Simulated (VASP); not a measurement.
The input files of a VASP run:

File KPOINTS:
```
Automatic
0
Gamma
14 14 8
```

INCAR:
```
ALGO = Normal
EDIFF = 1E-6
EDIFFG = -0.01
ENCUT = 400
GGA = PS
IBRION = 2
ISIF = 3
ISMEAR = 1
LASPH = .True.
LCHARG = .False.
LMAXMIX = 4
LREAL = .False.
LWAVE = .False.
NELM = 100
NSW = 60
PREC = Accurate
SIGMA = 0.1
SYSTEM = Ru
```

POSCAR:
```
Ru
1.0
  1.3449827488  -2.3295786085   0.0000000000
  1.3449827488   2.3295786085   0.0000000000
  0.0000000000   0.0000000000   4.2432325705
Ru
2
Direct
  0.3333330000   0.6666670000   0.2500000000
  0.6666670000   0.3333330000   0.7500000000
```

POTCAR, in this order: Ru_pv (PBE.64 set). Program: vasp_std.

**Question.** Write an equivalent input for Quantum ESPRESSO's pw.x.

**Answer.** One equivalent input (not run):
```
&CONTROL
  calculation = 'vc-relax'
  pseudo_dir = './pseudo'
  outdir = './out'
  tprnfor = .true.
  tstress = .true.
  nstep = 60
  forc_conv_thr = 0.00039
/
&SYSTEM
  ibrav = 0
  nat = 2
  ntyp = 1
  ecutwfc = 84
  occupations = 'smearing'
  smearing = 'methfessel-paxton'
  degauss = 0.00735
  input_dft = 'pbesol'
/
&ELECTRONS
  conv_thr = 7.3e-08
  electron_maxstep = 100
/
&IONS
/
&CELL
/
ATOMIC_SPECIES
  Ru 101.070 Ru.upf
CELL_PARAMETERS angstrom
     1.3449827   -2.3295786    0.0000000
     1.3449827    2.3295786    0.0000000
     0.0000000    0.0000000    4.2432326
ATOMIC_POSITIONS crystal
  Ru   0.3333330  0.6666670  0.2500000
  Ru   0.6666670  0.3333330  0.7500000
K_POINTS automatic
  14 14 8 0 0 0
```
What does not carry over: the potentials are each code's own (VASP's PAW set, PseudoDojo norm-conserving files in pw.x), so ENCUT and ecutwfc are chosen apart and not converted; conv_thr bounds pw.x's estimated SCF error, while EDIFF bounds the energy change between steps; forc_conv_thr acts on force components and is met together with etot_conv_thr.

The compound is Ru in the hcp structure. This run relaxes it. Symmetry was kept, so distortions that lower it aren't found. The start is the result of an earlier pass.
